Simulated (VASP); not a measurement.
Calculation: PBE GGA, VASP's PBE PAW potentials (set 64) (plane waves; VASP).

VASP ran on this input.

File KPOINTS:
```
Automatic mesh
0
Gamma
10 10 2
0 0 0
```

INCAR:
```
# general
SYSTEM =MoS2
PREC   =Accurate
ENCUT  =300
LREAL  =.FALSE.
LASPH  =.TRUE.

# electronic loop
EDIFF  =1E-6
NELM   =100
ALGO   =Normal
LMAXMIX=4

# smearing
ISMEAR =0
SIGMA  =0.01

# functional
GGA    =PE

# ions
ISIF   =2

# output
LWAVE  =.FALSE.
LCHARG =.FALSE.
```

File POSCAR:
```
MoS2
1
    3.1940310000     0.0000000000     0.0000000000
   -1.5970150000     2.7661110000     0.0000000000
    0.0000000000     0.0000000000    13.2139720000
Mo S
2 4
Direct
  0.0000000000   0.0000000000   0.2500000000
  0.0000000000   0.0000000000   0.7500000000
  0.3333330000   0.6666670000   0.3677400000
  0.6666670000   0.3333330000   0.6322600000
  0.6666670000   0.3333330000   0.8677400000
  0.3333330000   0.6666670000   0.1322600000
```

POTCAR, in this order: Mo_sv S (PBE.64 set). Program: vasp_std.

**Question.** Predict the energy per atom (σ→0).

**Answer.** 
The energy per atom (σ→0) is -7.277 eV/atom.

### OSZICAR
```
...
DAV:  10    -0.436633213706E+02    0.79044E-02   -0.68130E-02  2140   0.142E+00    0.339E-01
DAV:  11    -0.436633227100E+02   -0.13394E-05   -0.27470E-03  2166   0.283E-01    0.177E-01
DAV:  12    -0.436632216234E+02    0.10109E-03   -0.79611E-04  2281   0.140E-01    0.594E-02
DAV:  13    -0.436632447959E+02   -0.23172E-04   -0.17872E-04  2191   0.689E-02    0.152E-02
DAV:  14    -0.436632486807E+02   -0.38848E-05   -0.15377E-05  1937   0.222E-02    0.943E-03
DAV:  15    -0.436632498349E+02   -0.11542E-05   -0.25260E-06  1852   0.721E-03    0.406E-03
DAV:  16    -0.436632496211E+02    0.21374E-06   -0.72156E-07  1400   0.526E-03
   1 F= -.43663250E+02 E0= -.43663250E+02  d E =-.128492E-11
```

The structure comes from a computed database's MoS2 entry; how it stands against other phases isn't given here. The cell was not relaxed at this level.
